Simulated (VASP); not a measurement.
Data:

```xyz
2
Lattice="0.0000 2.9810 2.9810 2.9810 0.0000 2.9810 2.9810 2.9810 0.0000" Properties=species:S:1:pos:R:3 pbc="T T T"
In     0.0000     0.0000     0.0000
P      1.4905     1.4905     1.4905
```

Calculation: r2SCAN meta-GGA, VASP's PBE PAW potentials (set 64) (plane waves; VASP). Settings: 480 eV cut-off, 8×8×8 Γ-centred mesh, Gaussian smearing of 0.050 eV, potentials In_d P.

Q: Give the stress tensor in GPa (positive for a compressed cell).

A: 
```
-1.85   0.00   0.00
 0.00  -1.85   0.00
 0.00   0.00  -1.85
```
The pressure is its mean diagonal, -1.85 GPa.

The compound is InP in the zinc blende structure. This cell was strained or had an atom moved on purpose.
